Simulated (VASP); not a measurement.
All values below come from PBE GGA, VASP's PBE PAW potentials (set 64) (plane waves; VASP).

The input files of a VASP run:

POSCAR:
```
AgCl
1
    0.0000000000     2.7750000000     2.7750000000
    2.7750000000     0.0000000000     2.7750000000
    2.7750000000     2.7750000000     0.0000000000
Ag Cl
1 1
Direct
  0.0000000000   0.0000000000   0.0000000000
  0.5000000000   0.5000000000   0.5000000000
```

### INCAR
```
# general
SYSTEM  = AgCl
PREC    = Accurate
ENCUT   = 300
LREAL   = .FALSE.
LASPH   = .TRUE.

# electronic loop
EDIFF   = 1E-6
NELM    = 100
ALGO    = Normal
LMAXMIX = 4

# smearing
ISMEAR  = -1
SIGMA   = 0.01

# functional
GGA     = PE

# ions
ISIF    = 2

# output
LWAVE   = .FALSE.
LCHARG  = .FALSE.
```

KPOINTS:
```
Automatic mesh
0
Gamma
8 8 8
0 0 0
```

POTCAR, in this order: Ag Cl (PBE.64 set). Program: vasp_std.

What VASP printed:

**OUTCAR**
```
 ion  position               nearest neighbor table
   1  0.000  0.000  0.000-   2 2.77   2 2.77   2 2.77   2 2.77   2 2.77   2 2.77
   2  0.500  0.500  0.500-   1 2.77   1 2.77   1 2.77   1 2.77   1 2.77   1 2.77
  LATTYP: Found a face centered cubic cell.
 ALAT       =     5.5500000000
 Subroutine PRICEL returns:
 Original cell was already a primitive cell.
 Subroutine GETGRP returns: Found 48 space group operations
The static configuration has the point symmetry O_h .
The dynamic configuration has the point symmetry O_h .
 Subroutine INISYM returns: Found 48 space group operations
 Subroutine IBZKPT returns following result:
 Found     29 irreducible k-points:

 Following reciprocal coordinates:
            Coordinates               Weight
  0.000000  0.000000  0.000000      1.000000
  0.125000  0.000000  0.000000      8.000000
  0.250000  0.000000  0.000000      8.000000
  0.375000  0.000000  0.000000      8.000000
  0.500000  0.000000  0.000000      4.000000
  0.125000  0.125000  0.000000      6.000000
  0.250000  0.125000  0.000000     24.000000
  0.375000  0.125000  0.000000     24.000000
  0.500000  0.125000  0.000000     24.000000
 -0.375000  0.125000  0.000000     24.000000
 -0.250000  0.125000  0.000000     24.000000
 -0.125000  0.125000  0.000000     12.000000
  0.250000  0.250000  0.000000      6.000000
  0.375000  0.250000  0.000000     24.000000
  0.500000  0.250000  0.000000     24.000000
 -0.375000  0.250000  0.000000     24.000000
 -0.250000  0.250000  0.000000     12.000000
  0.375000  0.375000  0.000000      6.000000
  0.500000  0.375000  0.000000     24.000000
 -0.375000  0.375000  0.000000     12.000000
  0.500000  0.500000  0.000000      3.000000
  0.375000  0.250000  0.125000     24.000000
  0.500000  0.250000  0.125000     48.000000
 -0.375000  0.250000  0.125000     24.000000
  0.500000  0.375000  0.125000     24.000000
 -0.375000  0.375000  0.125000     48.000000
 -0.250000  0.375000  0.125000     24.000000
 -0.375000  0.500000  0.125000     12.000000
 -0.250000  0.500000  0.250000      6.000000
   k-points           NKPTS =     29   k-points in BZ     NKDIM =     29   number of bands    NBANDS=     13
   number of dos      NEDOS =    301   number of ions     NIONS =      2
   total plane-waves  NPLWV =  13824
   dimension x,y,z NGX =    24 NGY =   24 NGZ =   24
   dimension x,y,z NGXF=    48 NGYF=   48 NGZF=   48
   ions per type =               1   1
   PREC   = accura    normal or accurate (medium, high low for compatibility)
   ISTART =      0    job   : 0-new  1-cont  2-samecut
   ICHARG =      2    charge: 1-file 2-atom 10-const
   ISPIN  =      1    spin polarized calculation?
   LNONCOLLINEAR =      F non collinear calculations
   LSORBIT =      F    spin-orbit coupling
   INIWAV =      1    electr: 0-lowe 1-rand  2-diag
   ENCUT  =  300.0 eV  22.05 Ry    4.70 a.u.   5.54  5.54  5.54*2*pi/ulx,y,z
   NELM   =    100;   NELMIN=  2; NELMDL= -5     # of ELM steps
   EDIFF  = 0.1E-05   stopping-criterion for ELM
   LREAL  =      F    real-space projection
   NLSPLINE    = F    spline interpolate recip. space projectors
   LMAXMIX     =    4 max onsite mixed and CHGCAR
   VOSKOWN=      0    Vosko Wilk Nusair interpolation
   EDIFFG = 0.1E-04   stopping-criterion for IOM
   NSW    =      0    number of steps for IOM
   NBLOCK =      1;   KBLOCK =      1    inner block; outer block
   IBRION =     -1    ionic relax: 0-MD 1-quasi-New 2-CG
   NFREE  =      0    steps in history (QN), initial steepest desc. (CG)
   ISIF   =      2    stress and relaxation
   ISYM   =      2    0-nonsym 1-usesym 2-fastsym
   TEIN   =    0.0    initial temperature
   TEBEG  =    0.0;   TEEND  =   0.0 temperature during run
   SMASS  =  -3.00    Nose mass-parameter (am)
...
```

File OSZICAR:
```
       N       E                     dE             d eps       ncg     rms          rms(c)
DAV:   1     0.699502563228E+02    0.69950E+02   -0.65603E+03   834   0.782E+02
DAV:   2    -0.306098522684E+01   -0.73011E+02   -0.67936E+02   924   0.199E+02
DAV:   3    -0.556411661057E+01   -0.25031E+01   -0.24968E+01   839   0.403E+01
DAV:   4    -0.558207319017E+01   -0.17957E-01   -0.17955E-01   909   0.383E+00
DAV:   5    -0.558230426689E+01   -0.23108E-03   -0.23108E-03   834   0.423E-01    0.649E+00
DAV:   6    -0.540387329391E+01    0.17843E+00   -0.31951E-01   820   0.769E+00    0.424E+00
DAV:   7    -0.539910541726E+01    0.47679E-02   -0.10139E-01   769   0.254E+00    0.201E+00
DAV:   8    -0.539827859240E+01    0.82682E-03   -0.54489E-03   789   0.898E-01    0.293E-01
DAV:   9    -0.539833128074E+01   -0.52688E-04   -0.66935E-04   849   0.370E-01    0.446E-02
DAV:  10    -0.539839144449E+01   -0.60164E-04   -0.84733E-05   774   0.944E-02    0.257E-02
DAV:  11    -0.539839858048E+01   -0.71360E-05   -0.67715E-06   804   0.226E-02    0.362E-03
DAV:  12    -0.539839859459E+01   -0.14104E-07   -0.35613E-07   512   0.713E-03
   1 F= -.53983986E+01 E0= -.53983986E+01  d E =-.864993E-12
```

**OUTCAR**
```
------------------------ aborting loop because EDIFF is reached ----------------------------------------
  FORCE on cell =-STRESS in cart. coord.  units (eV):
  Direction    XX          YY          ZZ          XY          YZ          ZX
  --------------------------------------------------------------------------------------
  Total        0.2850051      0.2850051      0.2850051      0.0000000      0.0000000     -0.0000000
  in kB       10.6842541     10.6842541     10.6842541      0.0000000      0.0000000     -0.0000000
  external PRESSURE =      10.6842541 kB  Pullay stress =       0.0000000 kB
  volume of cell :       42.74
      direct lattice vectors                 reciprocal lattice vectors
     0.000000000  2.775000000  2.775000000    -0.180180180  0.180180180  0.180180180
     2.775000000  0.000000000  2.775000000     0.180180180 -0.180180180  0.180180180
     2.775000000  2.775000000  0.000000000     0.180180180  0.180180180 -0.180180180
  FREE ENERGIE OF THE ION-ELECTRON SYSTEM (eV)
  ---------------------------------------------------
  free  energy   TOTEN  =        -5.3983985946 eV

  energy  without entropy=       -5.3983985946  energy(sigma->0) =       -5.39839859
```
(Selected blocks of OUTCAR.)

At this cut-off the stress carries a Pulay error, which pulls relaxed volumes low.

The structure is a typed AgCl crystal (Fm-3m). The cell was not relaxed at this level.
